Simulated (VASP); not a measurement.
**AlZn: single point with PBE**

The system is AlZn.

```
Al Zn
1.0
     4.07297    0.00000    0.00000
    -2.03648    3.52729    0.00000
     0.00000    0.00000    4.91612
Al Zn
2 2
Direct
  0.33333 0.66667 0.25000
  0.66667 0.33333 0.75000
  0.00000 0.00000 0.00000
  0.00000 0.00000 0.50000
```

The cell was built by a generator and needn't be a form met in nature.

```
Program                : VASP 6.6.1
Task                   : single point
Functional             : PBE
Potentials or basis    : VASP PAW PBE potentials, release 64 (Al, Zn)
Cutoff                 : 520 eV
k mesh                 : 8 × 8 × 6
Occupations            : fermi-dirac, width 0.05 eV
Spin                   : no spin polarisation
Further INCAR settings : ALGO = Normal; EDIFF = 1e-07; NBANDS = 23
```

```yaml
Pressure: 0.4 GPa
Band_gap_on_the_k_mesh: none (metal or under the smearing width)
```

Stress tensor (GPa, compression positive):
```
0.06 0.00 0.00
0.00 0.06 0.00
0.00 0.00 1.08
```

Levels at points of the mesh, in eV from the Fermi level:
```csv
k point,band 12,band 13,band 14,band 15,band 16,band 17,band 18,band 19
"(0.00, 0.00, 0.00)",-4.10,-3.17,0.63,0.63,2.47,2.47,3.41,3.99
"(0.50, 0.00, 0.00)",-6.61,-1.83,-1.64,-0.97,-0.53,-0.40,2.13,4.29
"(0.50, 0.50, 0.00)",-6.61,-1.83,-1.64,-0.97,-0.53,-0.40,2.13,4.29
"(0.00, 0.00, 0.50)",-7.69,2.24,2.24,2.24,2.24,3.23,3.23,4.31
"(0.50, 0.00, 0.50)",-5.89,-4.66,-4.66,0.11,0.11,1.69,1.69,6.72
"(0.50, 0.50, 0.50)",-5.89,-4.66,-4.66,0.11,0.11,1.69,1.69,6.72
```

It took 56 s on 1 thread of Intel(R) Xeon(R) Platinum 8559C (Emerald Rapids) (shared host), peak memory 0.25 GiB.
